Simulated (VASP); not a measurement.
An input for Ansatz (written as the equivalent of a VASP run, and not itself run):

Ansatz 0.2 input:
```yaml
crystal:
  lattice:
    - [2.0856160, -3.5953770, 0.0000000]
    - [2.0856160, 3.5953770, 0.0000000]
    - [0.0000000, 0.0000000, 6.5645910]
  atoms:
    - { symbol: Cd, position: [0.6666670, 0.3333330, 0.5000000] }
    - { symbol: Cd, position: [0.3333330, 0.6666670, 0.0000000] }
    - { symbol: S, position: [0.6666670, 0.3333330, 0.8770000] }
    - { symbol: S, position: [0.3573650, 0.6906990, 0.3770000] }
kpoints:
  mp_grid: { grid: [6, 6, 3] }
hamiltonian:
  xc: pbe
  pseudopotentials: { kind: paw }
scf:
  occupations: { method: gaussian, width: 0.05 }
  max_iter: 100
output: { forces: true, stress: true, eigenvalues: true }
```

**Question.** Translate this input to VASP (INCAR, KPOINTS, POSCAR, choice of POTCAR).

**Answer.** One answer among several that fit: 
KPOINTS:
```
Automatic mesh
0
Gamma
6 6 3
0 0 0
```

**INCAR**
```
# general
SYSTEM  = CdS
PREC    = Accurate
ENCUT   = 400   # plane-wave cut-off (eV)
LREAL   = .FALSE.
LASPH   = .TRUE.   # aspherical one-centre terms

# electronic loop
EDIFF   = 1E-6
NELM    = 100   # most electronic steps
ALGO    = Normal   # blocked Davidson
LMAXMIX = 4   # l cut-off of mixed one-centre charges

# smearing
ISMEAR  = 0
SIGMA   = 0.05

# functional
GGA     = PE   # PBE

# ions
ISIF    = 2   # forces and stress, cell fixed

# output
LWAVE   = .FALSE.
LCHARG  = .FALSE.
```

**POSCAR**
```
CdS
1.0
  2.0856160000  -3.5953770000   0.0000000000
  2.0856160000   3.5953770000   0.0000000000
  0.0000000000   0.0000000000   6.5645910000
Cd S
2 2
Cartesian
  2.0856160000  -1.1984613969   3.2822955000
  2.0856160000   1.1984613969   0.0000000000
  2.0856160000  -1.1984613969   5.7571463070
  2.1858590474   1.1984613969   2.4748508070
```

POTCAR, in this order: Cd S (PBE.64 set). Program: vasp_std.

Limits of the translation: each code has its own PAW files, so the cut-off isn't converted (ENCUT is set for VASP's; basis.ecutwfc is left out, and Ansatz then takes the one that its files recommend); Ansatz stops its SCF on the density residual and VASP on the energy change (EDIFF).

The compound is CdS in the wurtzite structure. The cell was not relaxed at this level, atoms are displaced from their ideal sites.
